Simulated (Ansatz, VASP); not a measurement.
**Cross-check of CdC2 between VASP and Ansatz**

Aim: how closely do two programs agree when they are given the same cell, functional and k mesh? The cell is generated by rule, not measured, and may not be a known phase. The cell is taken from a series of runs on this material, whose earlier steps may have relaxed, scaled, displaced or heated it; both programs get it as it stands.

Calculated with Ansatz 0.2.0; plane waves, with VASP 6.6.1 beside it; zone-centre phonons at PBE.

The structure was built from a prototype and need not be the compound's stable phase.

### Step 1. The structure

The structure is tetragonal, space group P4_2/mnm (No. 136). Conventional cell: a = 3.965 Å, b = 3.965 Å, c = 5.913 Å, α = 90.00°, β = 90.00°, γ = 90.00°. Cd has 2 C at 2.18 Å nearest. C has 1 C at 1.25 Å and 1 Cd at 2.18 Å nearest. Farther neighbours are not listed.

As a file:

```cif
data_structure
_symmetry_space_group_name_H-M 'P 1'
_symmetry_Int_Tables_number 1
_cell_length_a 3.9651
_cell_length_b 3.9651
_cell_length_c 5.9125
_cell_angle_alpha 90.000
_cell_angle_beta 90.000
_cell_angle_gamma 90.000
_cell_volume 92.96
loop_
_atom_site_label
_atom_site_type_symbol
_atom_site_fract_x
_atom_site_fract_y
_atom_site_fract_z
_atom_site_occupancy
Cd1 Cd 0.50000 0.50000 0.00000 1
Cd2 Cd 0.00000 0.00000 0.50000 1
C3 C 0.88847 0.88847 0.00000 1
C4 C 0.61153 0.38847 0.50000 1
C5 C 0.11153 0.11153 0.00000 1
C6 C 0.38847 0.61153 0.50000 1
```

### Step 2. VASP: zone-centre phonons, PBE

Second derivatives magnify differences that forces hide, and they need a tight electronic threshold.

Lines of VASP's logs that name or quote its potential files are left out, and so is its time.

Contents of INCAR:

```
SYSTEM = CdC2
PREC = Accurate
ENCUT = 600
EDIFF = 1E-08
NELM = 120
ISMEAR = 0
SIGMA = 0.01
LREAL = .FALSE.
ALGO = Normal
GGA = PE
NBANDS = 26
LORBIT = 11
LWAVE = .FALSE.
LCHARG = .FALSE.
ISIF = 2
IBRION = 8
LEPSILON = .TRUE.
LASPH = .TRUE.
GGA_COMPAT = .FALSE.
EFERMI = MIDGAP
KPAR = 2
```

Contents of POSCAR:

```
CdC2
1.0
    3.9651099776      0.0000000000      0.0000000000
    0.0000000000      3.9651099776      0.0000000000
    0.0000000000      0.0000000000      5.9125324408
Cd C
2 4
Direct
    0.5000000000      0.5000000000      0.0000000000
    0.0000000000      0.0000000000      0.5000000000
    0.8884665355      0.8884665355      0.0000000000
    0.6115334645      0.3884665355      0.5000000000
    0.1115334645      0.1115334645      0.0000000000
    0.3884665355      0.6115334645      0.5000000000
```

Contents of KPOINTS:

```
Automatic mesh
0
Gamma
8 8 4
0 0 0
```

PAW data sets: Cd and C (PBE family, release 64).

Command:

```sh
> mpirun -np 2 vasp_std
```

Numbers of over 12 decimals in the logs are rounded to 6 here.

Log:

```text
[banner, memory and clock lines left out]
running    2 mpi-ranks, on    1 nodes
 distrk:  each k-point on    1 cores,    2 groups
 distr:  one band on    1 cores,    1 groups

 POSCAR found type information on POSCAR CdC
 POSCAR found :  2 types and       6 ions
 LDA part: xc-table for (Slater+PW92), standard interpolation
 POSCAR, INCAR and KPOINTS ok, starting setup
 FFT: planning ... GRIDC
 FFT: planning ... GRID_SOFT
 FFT: planning ... GRID
 WAVECAR not read
 entering main loop
       N       E                     dE             d eps       ncg     rms          rms(c)
DAV:   1     0.270376716028E+03    0.27038E+03   -0.21567E+04  2340   0.161E+03
DAV:   2    -0.198983545783E+02   -0.29028E+03   -0.28095E+03  2492   0.367E+02
DAV:   3    -0.387751941651E+02   -0.18877E+02   -0.18748E+02  2928   0.904E+01
DAV:   4    -0.390521049620E+02   -0.27691E+00   -0.27596E+00  2698   0.112E+01
DAV:   5    -0.390559375672E+02   -0.38326E-02   -0.38301E-02  2812   0.138E+00    0.154E+01
DAV:   6    -0.323214292255E+02    0.67345E+01   -0.12761E+01  3192   0.455E+01    0.104E+01
DAV:   7    -0.322237255915E+02    0.97704E-01   -0.83006E+00  2724   0.162E+01    0.521E+00
DAV:   8    -0.322165339867E+02    0.71916E-02   -0.83956E-01  2710   0.726E+00    0.122E+00
DAV:   9    -0.321886244080E+02    0.27910E-01   -0.13255E-01  2768   0.316E+00    0.279E-01
DAV:  10    -0.321898367431E+02   -0.12123E-02   -0.10256E-02  2526   0.653E-01    0.191E-01
DAV:  11    -0.321902318171E+02   -0.39507E-03   -0.25094E-03  2860   0.344E-01    0.745E-02
DAV:  12    -0.321900127390E+02    0.21908E-03   -0.14844E-03  2782   0.268E-01    0.217E-02
DAV:  13    -0.321900174202E+02   -0.46812E-05   -0.84635E-05  2704   0.729E-02    0.129E-02
DAV:  14    -0.321900168417E+02    0.57847E-06   -0.61846E-06  2884   0.154E-02    0.391E-03
DAV:  15    -0.321900168956E+02   -0.53888E-07   -0.48671E-07  2588   0.392E-03    0.168E-03
DAV:  16    -0.321900167709E+02    0.12471E-06   -0.17970E-07  2810   0.241E-03    0.746E-04
DAV:  17    -0.321900167642E+02    0.66825E-08   -0.35148E-08  2478   0.116E-03
   1 F= -.32190017E+02 E0= -.32190017E+02  d E =0.000000E+00
 Linear response reoptimize wavefunctions to high precision
DAV:   1    -0.321900167721E+02   -0.79572E-08   -0.11572E-09  1380   0.210E-04
DAV:   2    -0.321900167721E+02    0.00000E+00   -0.10434E-10  1236   0.624E-05
 Linear response G [H, r] |phi>, progress :
  Direction:   1
       N       E                     dE             d eps       ncg     rms
RMM:   1    -0.167836482624E+03   -0.16784E+03    0.14819E+02  4779   0.911E+01
RMM:   2    -0.165603908053E+03    0.22326E+01   -0.15185E+01  3741   0.223E+01
RMM:   3    -0.165737740313E+03   -0.13383E+00   -0.46783E-01  3908   0.318E+00
RMM:   4    -0.165738808560E+03   -0.10682E-02   -0.19275E-02  4103   0.545E-01
RMM:   5    -0.165738612252E+03    0.19631E-03   -0.15160E-03  4157   0.113E-01
RMM:   6    -0.165738577881E+03    0.34371E-04   -0.23888E-04  4233   0.239E-02
RMM:   7    -0.165738570650E+03    0.72309E-05    0.45762E-03  4305   0.650E-03
RMM:   8    -0.165738573512E+03   -0.28615E-05    0.43598E-03  3908   0.254E-03
RMM:   9    -0.165738578898E+03   -0.53862E-05    0.41207E-03  3155   0.179E-03
RMM:  10    -0.165738570671E+03    0.82268E-05    0.41562E-03  2983   0.160E-03
RMM:  11    -0.165738576811E+03   -0.61403E-05    0.40533E-03  2473   0.155E-03
RMM:  12    -0.165738575313E+03    0.14983E-05    0.38988E-03  2340   0.155E-03
RMM:  13    -0.165738571841E+03    0.34722E-05    0.40423E-03  2276   0.156E-03
 Linear response G [H, r] |phi>, progress :
  Direction:   2
       N       E                     dE             d eps       ncg     rms
RMM:   1    -0.176837114914E+03   -0.17684E+03    0.13833E+01  4957   0.900E+01
RMM:   2    -0.170620730250E+03    0.62164E+01   -0.14922E+01  3761   0.226E+01
RMM:   3    -0.170778667824E+03   -0.15794E+00   -0.43774E-01  3891   0.305E+00
RMM:   4    -0.170781571990E+03   -0.29042E-02   -0.21367E-02  4062   0.516E-01
RMM:   5    -0.170781214369E+03    0.35762E-03   -0.22734E-03  4131   0.102E-01
RMM:   6    -0.170781134912E+03    0.79458E-04   -0.68825E-04  4278   0.229E-02
RMM:   7    -0.170781100175E+03    0.34737E-04    0.18026E-03  4419   0.661E-03
RMM:   8    -0.170781104660E+03   -0.44851E-05    0.11981E-03  4070   0.327E-03
RMM:   9    -0.170781095070E+03    0.95902E-05    0.19093E-03  3310   0.263E-03
RMM:  10    -0.170781091656E+03    0.34135E-05    0.17608E-03  3088   0.249E-03
RMM:  11    -0.170781101404E+03   -0.97475E-05    0.16534E-03  2757   0.245E-03
RMM:  12    -0.170781078886E+03    0.22518E-04    0.17898E-03  2614   0.244E-03
 Linear response G [H, r] |phi>, progress :
  Direction:   3
       N       E                     dE             d eps       ncg     rms
RMM:   1    -0.169565160316E+03   -0.16957E+03    0.56632E+01  4339   0.837E+01
RMM:   2    -0.169686065614E+03   -0.12091E+00   -0.94815E+00  3804   0.179E+01
[...]
RMM:   2    -0.117737702544E+01   -0.53674E-02   -0.44602E-02  6292   0.103E+00    0.219E+00
RMM:   3    -0.107640514534E+01    0.10097E+00   -0.39669E-01  6310   0.232E+00    0.987E-01
RMM:   4    -0.107812385837E+01   -0.17187E-02   -0.24567E-02  6233   0.662E-01    0.526E-01
RMM:   5    -0.110901563273E+01   -0.30892E-01   -0.96871E-03  6351   0.531E-01    0.119E-01
[...]
RMM:   6    -0.885938526061E+00    0.44049E-03   -0.91034E-05  3955   0.396E-02    0.884E-03
RMM:   7    -0.886581369694E+00   -0.64284E-03   -0.13190E-05  3601   0.199E-02    0.494E-03
RMM:   8    -0.886694577199E+00   -0.11321E-03   -0.29033E-06  3940   0.751E-03    0.129E-03
RMM:   9    -0.886705845606E+00   -0.11268E-04   -0.29108E-07  3879   0.207E-03    0.133E-04
RMM:  10    -0.886713208792E+00   -0.73632E-05    0.24468E-08  3550   0.361E-04    0.120E-04
RMM:  11    -0.886715646019E+00   -0.24372E-05    0.15593E-07  3480   0.245E-04    0.368E-05
RMM:  12    -0.886714485477E+00    0.11605E-05    0.42016E-07  2064   0.728E-05    0.782E-06
 change of polarisation eV/A/(eV/A) component  3 :    -0.023    -0.010     1.648
 dielectric tensor                  component  3 :    -0.045    -0.020     4.207
 Linear response DOF=           4
 Linear response progress:
  Degree of freedom:   1/  4
       N       E                     dE             d eps       ncg     rms          rms(c)
RMM:   1    -0.433172901170E+00   -0.43317E+00   -0.21090E-01  9089   0.277E+00
RMM:   2    -0.433326578630E+00   -0.15368E-03   -0.22366E-03  8129   0.297E-01    0.923E-02
RMM:   3    -0.432835727225E+00    0.49085E-03   -0.10929E-04  8507   0.586E-02    0.494E-02
RMM:   4    -0.432452593640E+00    0.38313E-03   -0.32023E-05  8564   0.323E-02    0.182E-02
RMM:   5    -0.432286350488E+00    0.16624E-03   -0.74088E-06  8460   0.166E-02    0.493E-03
RMM:   6    -0.432280150035E+00    0.62005E-05   -0.84898E-07  8432   0.526E-03    0.102E-03
RMM:   7    -0.432283238447E+00   -0.30884E-05   -0.53910E-08  8945   0.111E-03    0.300E-04
RMM:   8    -0.432285001846E+00   -0.17634E-05   -0.46626E-09  8774   0.448E-04    0.981E-05
RMM:   9    -0.432285022577E+00   -0.20732E-07   -0.53460E-10  9154   0.123E-04    0.389E-05
RMM:  10    -0.432284871562E+00    0.15101E-06   -0.82220E-10  8662   0.660E-05    0.765E-06
RMM:  11    -0.432284858429E+00    0.13134E-07   -0.22908E-09  9321   0.190E-05    0.303E-06
RMM:  12    -0.432284847290E+00    0.11139E-07   -0.28968E-09  8875   0.103E-05    0.657E-07
RMM:  13    -0.432284850993E+00   -0.37038E-08   -0.65059E-12  6289   0.575E-06    0.257E-07
 first order change of Fermi-energy   0.16005E-04
 force on displaced ion       1 direction 1 :  -7.564  -7.982   0.000
 Born effective charge ion    1 direction 1 :   2.370  -0.230   0.000
 Linear response progress:
  Degree of freedom:   2/  4
       N       E                     dE             d eps       ncg     rms          rms(c)
RMM:   1    -0.441360410116E+00   -0.44136E+00   -0.23322E-01  5515   0.272E+00
RMM:   2    -0.441762336321E+00   -0.40193E-03   -0.19584E-03  5105   0.288E-01    0.498E-02
RMM:   3    -0.441142232625E+00    0.62010E-03   -0.59315E-05  5378   0.402E-02    0.292E-02
RMM:   4    -0.440414826791E+00    0.72741E-03   -0.39386E-05  5244   0.329E-02    0.548E-03
RMM:   5    -0.440326615962E+00    0.88211E-04   -0.18119E-06  5244   0.818E-03    0.167E-03
RMM:   6    -0.440334753966E+00   -0.81380E-05   -0.72153E-08  5396   0.153E-03    0.835E-04
RMM:   7    -0.440344563880E+00   -0.98099E-05   -0.49800E-08  5124   0.143E-03    0.142E-04
RMM:   8    -0.440343999326E+00    0.56455E-06    0.12612E-09  5410   0.177E-04    0.590E-05
RMM:   9    -0.440344381366E+00   -0.38204E-06   -0.13339E-10  5162   0.113E-04    0.111E-05
RMM:  10    -0.440344386547E+00   -0.51811E-08   -0.19598E-09  5554   0.293E-05    0.355E-06
 first order change of Fermi-energy   0.92982E-04
 force on displaced ion       1 direction 3 :   0.000  -0.000  -0.582
 Born effective charge ion    1 direction 3 :   0.000   0.000   2.352
 Linear response progress:
  Degree of freedom:   3/  4
       N       E                     dE             d eps       ncg     rms          rms(c)
RMM:   1    -0.143925044995E+00   -0.14393E+00   -0.32005E-02 12804   0.162E+00
RMM:   2    -0.127623139105E+00    0.16302E-01   -0.66991E-03  8193   0.414E-01    0.348E-01
RMM:   3    -0.126173700584E+00    0.14494E-02   -0.64535E-03  8456   0.268E-01    0.162E-01
RMM:   4    -0.126449931689E+00   -0.27623E-03   -0.84801E-04  8345   0.102E-01    0.813E-02
RMM:   5    -0.126674993887E+00   -0.22506E-03   -0.24053E-04  8539   0.363E-02    0.319E-02
RMM:   6    -0.126733237050E+00   -0.58243E-04   -0.81086E-05  8228   0.126E-02    0.549E-03
RMM:   7    -0.126702561899E+00    0.30675E-04   -0.71317E-06  7863   0.516E-03    0.176E-03
RMM:   8    -0.126693201446E+00    0.93605E-05   -0.12181E-06  8922   0.160E-03    0.320E-04
RMM:   9    -0.126693415143E+00   -0.21370E-06    0.65852E-07  8443   0.402E-04    0.127E-04
RMM:  10    -0.126693261148E+00    0.15399E-06    0.38012E-07  8913   0.154E-04    0.336E-05
RMM:  11    -0.126693409852E+00   -0.14870E-06   -0.16180E-07  9160   0.504E-05    0.106E-05
RMM:  12    -0.126693393353E+00    0.16500E-07   -0.67571E-08  9226   0.178E-05    0.380E-06
RMM:  13    -0.126693392504E+00    0.84910E-09   -0.39315E-08  8365   0.978E-06    0.105E-06
 first order change of Fermi-energy   0.17259E+00
 force on displaced ion       3 direction 1 : -45.714 -42.851   0.000
 Born effective charge ion    3 direction 1 :  -1.185   0.166   0.000
 Linear response progress:
  Degree of freedom:   4/  4
       N       E                     dE             d eps       ncg     rms          rms(c)
RMM:   1    -0.120422280908E+00   -0.12042E+00    0.26506E-02  8252   0.134E+00
RMM:   2    -0.119428383051E+00    0.99390E-03   -0.32253E-03  6442   0.255E-01    0.180E-01
RMM:   3    -0.119560555747E+00   -0.13217E-03   -0.71832E-04  6325   0.115E-01    0.934E-02
RMM:   4    -0.119976394897E+00   -0.41584E-03   -0.34667E-04  6431   0.777E-02    0.231E-02
RMM:   5    -0.119901551545E+00    0.74843E-04   -0.15442E-05  6607   0.202E-02    0.454E-03
RMM:   6    -0.119872454072E+00    0.29097E-04   -0.54260E-07  6826   0.460E-03    0.819E-04
RMM:   7    -0.119865139449E+00    0.73146E-05   -0.10458E-07  6683   0.929E-04    0.293E-04
RMM:   8    -0.119865801197E+00   -0.66175E-06   -0.28677E-08  6899   0.405E-04    0.708E-05
RMM:   9    -0.119866076700E+00   -0.27550E-06   -0.14074E-08  6917   0.123E-04    0.265E-05
RMM:  10    -0.119866240229E+00   -0.16353E-06   -0.16323E-08  6932   0.447E-05    0.770E-06
RMM:  11    -0.119866248557E+00   -0.83286E-08   -0.24570E-08  6803   0.139E-05    0.326E-06
 first order change of Fermi-energy  -0.14572E-01
 force on displaced ion       3 direction 3 :  -0.001  -0.001  -2.154
 Born effective charge ion    3 direction 3 :   0.000   0.000  -1.177
 Born effective charges drift removed
 Linear response finished
```

(Continued in part 2 of 3.)

[Lines on the potential files, build, host, timing and source positions are cut from VASP's logs without a mark.]

[Logs are printed without paths, hosts, clocks, repeated set-up lines and the standing remarks that a program may print on its own settings, such as how far it seeks lower states.]

[Hosts, paths, dates, database ids (printed as entryN), source tags and the programs' standing remarks are cut or masked in the printed files.]
